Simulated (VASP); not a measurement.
WSe2:

```
CELL_PARAMETERS angstrom
3.23326 0.00000 0.00000
-1.61663 2.80008 0.00000
0.00000 0.00000 12.73625
ATOMIC_POSITIONS crystal
W 0.33333 0.66667 0.25000
W 0.66667 0.33333 0.75000
Se 0.33333 0.66667 0.61973
Se 0.66667 0.33333 0.11973
Se 0.33333 0.66667 0.88027
Se 0.66667 0.33333 0.38027
```

The cell isn't the ideal one: a relaxed cell with its volume scaled by 0.98.

- Program: VASP 6.6.1
- Task: relaxation of shape and atoms at fixed volume
- Functional: LDA
- Potentials or basis: VASP PAW LDA potentials, release 64 (W_sv, Se)
- Cutoff: 600 eV
- k mesh: 9 × 9 × 2
- Occupations: gaussian, width 0.03 eV
- Spin: no spin polarisation

At the start: pressure 3.2 GPa; volume 19.22 Å³/atom.

Q: Where does the relaxation end?

A: Over 5 steps the energy falls by 2.7 meV/atom; space group P6_3/mmc (No. 194, to 0.05 Å).

Step by step:
```csv
step,energy change (eV),largest force (eV/Å),pressure (GPa)
1,0.0000,0.3550,3.23
2,-0.0106,0.0156,1.49
3,-0.0109,0.0337,1.72
4,-0.0148,0.0187,1.37
5,-0.0162,0.0028,1.01
```

Final structure:
```
W Se
1.0
     3.24508    0.00000    0.00000
    -1.62254    2.81032    0.00000
     0.00000    0.00000   12.64362
W Se
2 4
Direct
  0.33333 0.66667 0.25000
  0.66667 0.33333 0.75000
  0.33333 0.66667 0.61776
  0.66667 0.33333 0.11776
  0.33333 0.66667 0.88224
  0.66667 0.33333 0.38224
```
